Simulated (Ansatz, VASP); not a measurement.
One calculation of BaYb2N4, two programs

```
CELL_PARAMETERS angstrom
-2.89225 2.89225 3.13875
2.89225 -2.89225 3.13875
2.89225 2.89225 -3.13875
ATOMIC_POSITIONS crystal
Ba 0.00000 0.00000 0.00000
Yb 0.75000 0.25000 0.50000
Yb 0.25000 0.75000 0.50000
N 0.27807 0.27807 0.55614
N 0.27807 0.72193 0.00000
N 0.72193 0.72193 0.44386
N 0.72193 0.27807 0.00000
```

Change from the starting cell: species swapped into the ErV2Ga4 type (I4/mmm, No. 139).

Alike in both runs: functional PBE; k mesh 4 × 4 × 4; occupations gaussian, width 0.1 eV; no spin polarisation.

Ansatz relaxed the structure, and its values are those at the end. VASP's run is a single point on that final structure, the one shown.

|  | VASP | Ansatz |
| --- | --- | --- |
| version | VASP 6.6.1 | Ansatz 0.2.0 |
| potentials or method | VASP PAW PBE potentials, release 64 (Ba_sv, Yb, N) | scalar-relativistic, plane waves, PAW |
| plane-wave cutoff (eV) | 520 | 420 |
| valence electrons in the cell | 78 | 78 |

```csv
,VASP,Ansatz,Ansatz less VASP
gap on the k mesh at the Fermi level (eV),none,none,-
pressure (GPa),3.2,0.2,-3.03
rms of the force components (eV/Å),0.230,0.020,-0.2094
```

A gap of «none» marks a metal or a gap that the smearing closes. The functional is the same, so the differences come from potentials, cutoffs and numerics.

Caveats: the k mesh is coarse (spacing up to 0.38 Å⁻¹), so the values aren't converged; without U or exact exchange the open f shell lies at the Fermi level, which spoils levels, moments and volumes. Spin polarisation is off, so any magnetic state and its effect on volume and gap are missing. Spin-orbit coupling is left out, which matters for the levels of Ba, Yb.
